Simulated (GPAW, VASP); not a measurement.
**Fitting the PBE energy curve of BeCr3**

It takes space group Pm-3m (No. 221, cubic). The conventional cell has a = 3.511 Å, b = 3.511 Å, c = 3.511 Å, α = 90.00°, β = 90.00°, γ = 90.00°. Around Cr (site symmetry 4/mmm) lie 8 Cr at 2.48 Å and 4 Be at 2.48 Å. Around Be (site symmetry m-3m) lie 12 Cr at 2.48 Å.

The cell comes from a database or a generator and needn't be the stable form of this composition.

The cell was scaled at fixed shape and fractions and run with GPAW, GPAW PAW data sets (gpaw-data 1.2.1), cutoff 800 eV; PBE, k mesh 8 × 8 × 8 on the cell of 4 atoms, fermi-dirac occupations of 0.05 eV, collinear spin, ferromagnetic start, no spin-orbit coupling. Energies are those that the program minimises, any entropy of the smearing included. For a metal such a mesh isn't converged to the digits shown. The moments vanished.

```tsv
V (Å³/atom)	energy over the lowest row (meV/atom)
10.1728	26.27
10.3892	10.71
10.6057	?
10.8221	0.00
11.0386	3.60
11.2550	12.37
11.4714	25.84
```

Task: Fit the third-order Birch-Murnaghan form, give V0, B0 and B′, and predict the energy left open.

Result: With y = (V0/V)^(2/3), E = E0 + (9 V0 B0/16) [(y - 1)³ B′ + (y - 1)² (6 - 4y)]. Least squares through the rows shown give V0 = 10.7920 Å³/atom, E0 = -0.05 meV, B0 = 215.0 GPa (1 eV/Å³ = 160.218 GPa) and B′ = 4.05, with a largest miss of 0.01 meV. At V = 10.6057 the form with these constants gives 2.17 meV; the run gave 2.16 meV an atom. Other set-ups at this level, from all their volumes (Å³/atom, GPa): VASP, PBE PAW files Be, Cr_pv, 520 eV: V0 10.780, B0 216.6.
